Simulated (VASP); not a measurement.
Input:

```
CELL_PARAMETERS angstrom
      1.48335    -2.56924     0.00000
      1.48335     2.56924     0.00000
      0.00000     0.00000     4.70981
ATOMIC_POSITIONS crystal
  Ti 0.33333 0.66667 0.25000
  Ti 0.66667 0.33333 0.75000
```

Computed with vdW-DF2, VASP's PBE PAW potentials (set 64) (plane waves; VASP). Numerical set-up: 520 eV cut-off, Gaussian smearing of 0.050 eV, potentials Ti_sv.

**Question.** Predict the band gap (along the path) with the smallest direct gap where there is one.

**Answer.** 
The band gap (along the path) is none (metal, semimetal or under 0.01 eV).

The compound is Ti in the hcp structure. It was relaxed first.
